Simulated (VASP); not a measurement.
# Al2O3 (R-3c) in VASP: notebook, part 3 of 3

VASP 6.6.1. Earlier steps stand in the parts before.

### Step 6. Band structure, HSE06

Input file POSCAR:

```
Al2O3                                   
1.0
    2.4028313787      1.3872753696      4.3714308429
   -2.4028313787      1.3872753696      4.3714308429
    0.0000000000     -2.7745507393      4.3714308429
  Al              O             
     4     6
Direct
     0.6478601473919312    0.6478601473919312    0.6478601473919312
     0.8521398526080688    0.8521398526080688    0.8521398526080688
     0.1478601473919312    0.1478601473919312    0.1478601473919312
     0.3521398526080688    0.3521398526080688    0.3521398526080688
     0.4438042327246734    0.0561957672753266    0.7500000000000000
     0.9438042327246734    0.2500000000000000    0.5561957672753266
     0.0561957672753266    0.7500000000000000    0.4438042327246734
     0.7500000000000000    0.4438042327246734    0.0561957672753266
     0.2500000000000000    0.5561957672753266    0.9438042327246734
     0.5561957672753266    0.9438042327246734    0.2500000000000000
```

Input file INCAR.step1:

```
ALGO     = Normal         # electronic algorithm
EDIFF    = 1E-5           # SCF threshold, eV
ENCUT    = 450            # plane-wave cutoff, eV
GGA      = PE             # functional
ISIF     = 2              # what is computed and relaxed
ISMEAR   = 0              # smearing method
KPAR     = 4            
LASPH    = T              # aspherical terms in the spheres
LCHARG   = F              # write CHGCAR
LREAL    = F              # projectors in reciprocal space
LWAVE    = T              # write WAVECAR
NBANDS   = 35             # bands
NELM     = 120            # most SCF steps
PREC     = Accurate       # precision mode
SIGMA    = 0.02           # smearing width, eV
```

Input file INCAR.step2:

```
ALGO     = Normal         # electronic algorithm
EDIFF    = 1E-6           # SCF threshold, eV
ENCUT    = 450            # plane-wave cutoff, eV
GGA      = PE             # functional
HFSCREEN = 0.2            # screening, 1/A
ISIF     = 2              # what is computed and relaxed
ISMEAR   = 0              # smearing method
ISTART   = 1            
KPAR     = 4            
LASPH    = T              # aspherical terms in the spheres
LCHARG   = F              # write CHGCAR
LHFCALC  = T              # exact exchange
LREAL    = F              # projectors in reciprocal space
LWAVE    = F              # write WAVECAR
NBANDS   = 35             # bands
NELM     = 120            # most SCF steps
PREC     = Accurate       # precision mode
PRECFOCK = Fast         
SIGMA    = 0.02           # smearing width, eV
```

Input file KPOINTS:

```
k-points
0
Gamma
  6 6 6
```

Input file KPOINTS_OPT:

```
path GLB1,BZGX,QFP1Z,LP
8
line-mode
reciprocal
 0.0000000000  0.0000000000  0.0000000000  G
 0.5000000000  0.0000000000  0.0000000000  L

 0.5000000000  0.0000000000  0.0000000000  L
 0.5000000000  0.2337696973 -0.2337696973  B1

 0.7662303027  0.5000000000  0.2337696973  B
 0.5000000000  0.5000000000  0.5000000000  Z

 0.5000000000  0.5000000000  0.5000000000  Z
 0.0000000000  0.0000000000  0.0000000000  G

 0.0000000000  0.0000000000  0.0000000000  G
 0.3668848486  0.0000000000 -0.3668848486  X

 0.6331151514  0.3668848486  0.0000000000  Q
 0.5000000000  0.5000000000  0.0000000000  F

 0.5000000000  0.5000000000  0.0000000000  F
 0.6331151514  0.6331151514  0.2337696973  P1

 0.6331151514  0.6331151514  0.2337696973  P1
 0.5000000000  0.5000000000  0.5000000000  Z

 0.5000000000  0.0000000000  0.0000000000  L
 0.7662303027  0.3668848486  0.3668848486  P
```

Potentials or basis: VASP PAW PBE potentials, release 64 (Al, O).

Command:

```console
$ cat potpaw_PBE.64/Al/POTCAR potpaw_PBE.64/O/POTCAR > POTCAR
$ cp INCAR.step1 INCAR
$ mpirun -np 4 vasp_std > vasp.out
$ cp INCAR.step2 INCAR
$ mpirun -np 4 vasp_std > vasp.out
```

It took 3.3 h on 4 MPI ranks of Intel Xeon 6975P-C (Granite Rapids), shared host; peak memory 0.51 GiB.

Results (log left out):

```yaml
Free_energy: -90.4062 eV
Largest_force: 0.036 eV/Å
Band_gap_on_the_k_mesh: 7.71 eV, direct
Band_gap_along_the_path: 7.71 eV, direct
```

Forces in eV/Å, atoms in the order of the input:
```
Al   0.000  0.000  0.029
Al   0.000  0.000 -0.029
Al   0.000  0.000  0.029
Al   0.000  0.000 -0.029
O    0.036  0.000  0.000
O    0.018  0.031  0.000
O   -0.018 -0.031  0.000
O   -0.018  0.031  0.000
O    0.018 -0.031  0.000
O   -0.036  0.000  0.000
```

Levels at the corners of the path, in eV from the valence-band top:
```tsv
point	band 20	band 21	band 22	band 23	band 24	band 25	band 26	band 27	band 28	band 29
Γ	-0.56	-0.56	-0.05	-0.05	0.00	7.71	10.82	12.46	13.33	13.33
L	-1.34	-0.98	-0.98	-0.30	-0.30	11.17	11.17	11.33	11.33	13.64
L	-1.34	-0.98	-0.98	-0.30	-0.30	11.17	11.17	11.33	11.33	13.64
B1	-1.22	-0.88	-0.88	-0.55	-0.55	11.42	11.42	11.86	11.86	12.38
B	-1.22	-0.88	-0.88	-0.55	-0.55	11.42	11.42	11.86	11.86	12.38
Z	-2.06	-0.40	-0.40	-0.40	-0.40	10.32	10.32	12.84	12.84	14.39
Z	-2.06	-0.40	-0.40	-0.40	-0.40	10.32	10.32	12.84	12.84	14.39
Γ	-0.56	-0.56	-0.05	-0.05	0.00	7.71	10.82	12.46	13.33	13.33
Γ	-0.56	-0.56	-0.05	-0.05	0.00	7.71	10.82	12.46	13.33	13.33
X	-1.14	-0.91	-0.89	-0.62	-0.32	11.20	11.24	11.48	11.99	12.47
Q	-1.14	-0.91	-0.89	-0.62	-0.32	11.20	11.24	11.48	11.99	12.47
F	-1.32	-1.09	-0.94	-0.76	-0.29	11.41	11.42	11.66	12.16	12.91
F	-1.32	-1.09	-0.94	-0.76	-0.29	11.41	11.42	11.66	12.16	12.91
P1	-1.11	-1.10	-0.90	-0.77	-0.51	11.44	11.69	11.95	12.13	12.14
P1	-1.11	-1.10	-0.90	-0.77	-0.51	11.44	11.69	11.95	12.13	12.14
Z	-2.06	-0.40	-0.40	-0.40	-0.40	10.32	10.32	12.84	12.84	14.39
L	-1.34	-0.98	-0.98	-0.30	-0.30	11.17	11.17	11.33	11.33	13.64
P	-1.11	-1.10	-0.90	-0.78	-0.51	11.44	11.69	11.95	12.13	12.14
```

Caveat: the PAW data sets were made with another functional, which shifts forces and pressure a little.

### Step 7. The runs side by side

| task | level | potentials or basis | k mesh | grid for exact exchange (PRECFOCK) | screening parameter | gap on the mesh (eV) | largest force (eV/Å) |
| --- | --- | --- | --- | --- | --- | --- | --- |
| dielectric tensor | PBE | VASP PAW PBE potentials, release 64 (Al, O) | 8 × 8 × 8 | - | - | 5.87 | - |
| band structure | LDA | VASP PAW LDA potentials, release 64 (Al, O) | 8 × 8 × 8 | - | - | 5.82 | - |
| band structure | PBE | VASP PAW PBE potentials, release 64 (Al, O) | 8 × 8 × 8 | - | - | 5.87 | - |
| band structure | r2SCAN | VASP PAW PBE potentials, release 64 (Al, O) | 8 × 8 × 8 | - | - | 6.78 | 0.05 |
| band structure | HSE06 | VASP PAW PBE potentials, release 64 (Al, O) | 6 × 6 × 6 | Fast | 0.2 1/A | 7.71 | 0.04 |

Alike in all rows: no spin polarisation; cell as given; cutoff (eV) 450; smearing gaussian 0.02 eV.

Caveats: the PAW data sets were made with another functional, which shifts forces and pressure a little (some runs).

Absolute energies hang on the potentials; compare differences alone.

### Step 8. Comparison with measurements

Step 2. Against the measured gap of Al2O3, 8.7 eV (optical; quoted in “Multi-petahertz electron interference in Cr:Al2O3 solid-state material”, 2018, pmc:5906618), the calculated 5.87 eV is off by -2.83 eV. The value is that of PBE on a finite k mesh, which can miss the band edges, without temperature or zero-point motion. Semilocal functionals fall short of measured gaps as a rule. The cell is a database's relaxed one, not the measured one, which moves gaps too.

Step 3. A measured gap of Al2O3 is 8.7 eV (optical; quoted in “Multi-petahertz electron interference in Cr:Al2O3 solid-state material”, 2018, pmc:5906618); the calculated 5.83 eV misses it by -2.87 eV. The value is that of LDA, without temperature or zero-point motion. Semilocal functionals fall short of measured gaps as a rule. The cell is a database's relaxed one, not the measured one, which moves gaps too.

Step 4. Measured gap of Al2O3: 8.7 eV (optical; quoted in “Multi-petahertz electron interference in Cr:Al2O3 solid-state material”, 2018, pmc:5906618). This calculation gives 5.87 eV (-2.83 eV). The value is that of PBE, without temperature or zero-point motion. Semilocal functionals fall short of measured gaps as a rule. The cell is a database's relaxed one, not the measured one, which moves gaps too.

Step 5. Measured gap of Al2O3: 8.7 eV (optical; quoted in “Multi-petahertz electron interference in Cr:Al2O3 solid-state material”, 2018, pmc:5906618). This calculation gives 6.78 eV (-1.92 eV). The value is that of r2SCAN, without temperature or zero-point motion. The cell is a database's relaxed one, not the measured one, which moves gaps too.

Step 6. Against the measured gap of Al2O3, 8.7 eV (optical; quoted in “Multi-petahertz electron interference in Cr:Al2O3 solid-state material”, 2018, pmc:5906618), the calculated 7.71 eV is off by -0.99 eV. The value is that of HSE06, without temperature or zero-point motion. The cell is a database's relaxed one, not the measured one, which moves gaps too.
